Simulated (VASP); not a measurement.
Input:

```yaml
crystal:
  lattice:
    - [0.00000, 2.79779, 2.79779]
    - [2.79779, 0.00000, 2.79779]
    - [2.79779, 2.79779, 0.00000]
  atoms:
    - { symbol: Li, position: [0.25000, 0.25000, 0.25000] }
    - { symbol: Li, position: [0.75000, 0.75000, 0.75000] }
    - { symbol: S, position: [0.00000, 0.00000, 0.00000] }
```

Method: PBE GGA with D3 dispersion (zero damping), VASP's PBE PAW potentials (set 64) (plane waves; VASP). Settings: 520 eV cut-off, Gaussian smearing of 0.050 eV, potentials Li_sv S.

Q: Give the energies of bands 4 to 9 at the high-symmetry points, in eV from the valence-band maximum.

A: 
```json
[
 {"band": "4", "Γ": "0.00", "X": "-2.28", "U": "-2.22", "L": "-3.05", "W": "-1.94"},
 {"band": "5", "Γ": "0.00", "X": "-1.53", "U": "-2.08", "L": "-0.55", "W": "-1.94"},
 {"band": "6", "Γ": "0.00", "X": "-1.53", "U": "-1.24", "L": "-0.55", "W": "-1.90"},
 {"band": "7", "Γ": "4.56", "X": "3.35", "U": "4.62", "L": "6.37", "W": "5.54"},
 {"band": "8", "Γ": "6.25", "X": "7.25", "U": "8.26", "L": "6.60", "W": "7.48"},
 {"band": "9", "Γ": "6.25", "X": "11.49", "U": "9.80", "L": "6.60", "W": "9.11"}
]
```

The gap is indirect, 3.35 eV, from the valence maximum at Γ to the conduction minimum at X.

The compound is Li2S in the antifluorite structure. It was relaxed first, which changed the volume by -6 %.
